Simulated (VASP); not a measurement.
Here is the system:

```
Ni
1.0
    0.00000     1.73574     1.73574
    1.73574     0.00000     1.73574
    1.73574     1.73574     0.00000
Ni
1
Cartesian
  0.00000   0.00000   0.00000
```
Starting moments (μB, in the order of the record's atoms Ni): 0.8.

All values below come from r2SCAN+rVV10, VASP's PBE PAW potentials (set 64) (plane waves; VASP). Numerical set-up: 520 eV cut-off, 20×20×20 Γ-centred mesh, tetrahedra with Blöchl corrections, potentials Ni.

**Question.** Predict the cell moment, energy per atom (σ→0), band gap (over mesh and band path) with the smallest direct gap where there is one.

**Answer.** 
| Property | Result |
|---|---|
| band gap (over mesh and band path) | none (metal, semimetal or under 0.01 eV) |
| cell moment | 0.71 μB |
| energy per atom (σ→0) | -1129.2 kJ/mol of atoms |

**Question.** Give the moment on each site (PAW-sphere projection).

**Answer.** 
```csv
site,moment (μB)
Ni1,0.73
```

Total energies compare only between runs with the same potentials, cut-off and functional.

The compound is Ni in the fcc structure. It was relaxed first.
